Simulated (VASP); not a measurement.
Input:

```xyz
4
Lattice="3.5055 0.0000 0.0000 0.0000 3.5055 0.0000 0.0000 0.0000 3.5055" Properties=species:S:1:pos:R:3 pbc="T T T"
Fe     0.0000     0.0000     0.0000
Ni     0.0000     1.7527     1.7527
Ni     1.7527     0.0000     1.7527
Ni     1.7527     1.7527     0.0000
```
Starting moments (μB, in the order of the record's atoms Fe Ni Ni Ni): 2.9 0.7 0.7 0.7.

Method: TPSS meta-GGA, VASP's PBE PAW potentials (set 64) (plane waves; VASP). Numerical set-up: 520 eV cut-off, 10×10×10 Γ-centred mesh, tetrahedra with Blöchl corrections, potentials Fe Ni.

What does the run give for the cell moment, energy per atom (σ→0), band gap (over mesh and band path) with the smallest direct gap where there is one?

- band gap (over mesh and band path) = none (metal, semimetal or under 0.01 eV)
- cell moment = 4.76 μB
- energy per atom (σ→0) = -14.052 eV/atom

Give the moment on each site (PAW-sphere projection).

```
site  moment (μB)
----  -----------
Fe1          2.89
Ni2          0.62
Ni3          0.62
Ni4          0.62
```

The compound is Ni3Fe in the L1_2 structure. It was relaxed first.
